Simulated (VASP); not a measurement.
## Lattice constant a of bcc metals: measurement against r2SCAN

Computed values from VASP (plane waves, PAW); cells keep the symmetry of their structure type. Static lattice, each level at its own minimum.

Here x stands for r2SCAN a and y for measured a.

```
solid  r2SCAN a (Å)  measured a (Å)  cut-off (eV)  basis of the measured value
-----  ------------  --------------  ------------  ---------------------------
Mo            3.154               ?           520    0 K, zero-point corrected
W             3.173           3.160           520    0 K, zero-point corrected
Nb            3.303           3.294           520    0 K, zero-point corrected
Ta            3.308           3.299           520    0 K, zero-point corrected
Ba            5.075           4.995           520    0 K, zero-point corrected
K             5.353           5.212           520    0 K, zero-point corrected
Rb            5.746           5.576           520    0 K, zero-point corrected
Cs            6.286           6.039           520    0 K, zero-point corrected
```

The 7 complete rows are fitted with a straight line, y against x. With u = x - 4.6, the rows have u = -1.4270, -1.2970, -1.2920, 0.4750, 0.7530, 1.1460, 1.6860. Means: u 0.0062857, y 4.5107. About the means, the sum of products is 9.6267 and the sum of squares of u is 10.336; the slope is their ratio. Least squares gives y = 4.5049 + 0.93137·u. Residuals (row less fit): -0.0158, -0.0029, -0.0026, 0.0477, 0.0058, 0.0037, -0.0362; standard error 0.0279 (degrees of freedom: 5). The slope is 0.931 with a standard error of 0.0087. Before the fit, r2SCAN less measured has mean 0.0956, mean absolute 0.0956 and median absolute 0.0800 Å over these 7 rows.

Question: Predict the withheld y at x = 3.154 from the fit, and compare with measurement.

Answer: u = -1.4460, so y = 4.5049 + 0.93137 × (-1.4460) = 3.1581 Å. The measured value is 3.141 Å, 0.0171 Å below the prediction (0.6 % of the range of y in the table). The row lies outside the fitted rows, so this is an extrapolation. From the scatter of the fitted rows alone, a prediction at this place has a standard error of 0.0324 Å, so the miss is 0.5 times that.

Plain r2SCAN misses this row by 0.013 Å. For Cs: a miss this large can also come from another phase, state or cell setting, or from a fault of the measured value. The rows are a random draw of 8 from the 8 solids that have both values on this basis (zero-point corrected by the source), of 8 computed in this series. Not drawn: V to Ni and open 4f shells, rows kept for tests, unfit runs, cells that left their space group, values derived or compiled from fits, values whose temperature is given only as extrapolated, encyclopaedia, home-page and unnamed sources, sources from 2025 on. Measured values as quoted by these papers, many of them computational: Mo Daniel Mejia-Rodriguez et al., Physical Review B (2018), arXiv:1807.09216; W Daniel Mejia-Rodriguez et al., Physical Review B (2018), arXiv:1807.09216; Nb Daniel Mejia-Rodriguez et al., Physical Review B (2018), arXiv:1807.09216; Ta Daniel Mejia-Rodriguez et al., Physical Review B (2018), arXiv:1807.09216; Ba Gábor I. Csonka et al., Physical Review B (2009), arXiv:0903.4037; K Gábor I. Csonka et al., Physical Review B (2009), arXiv:0903.4037; Rb Gábor I. Csonka et al., Physical Review B (2009), arXiv:0903.4037; Cs Gábor I. Csonka et al., Physical Review B (2009), arXiv:0903.4037.
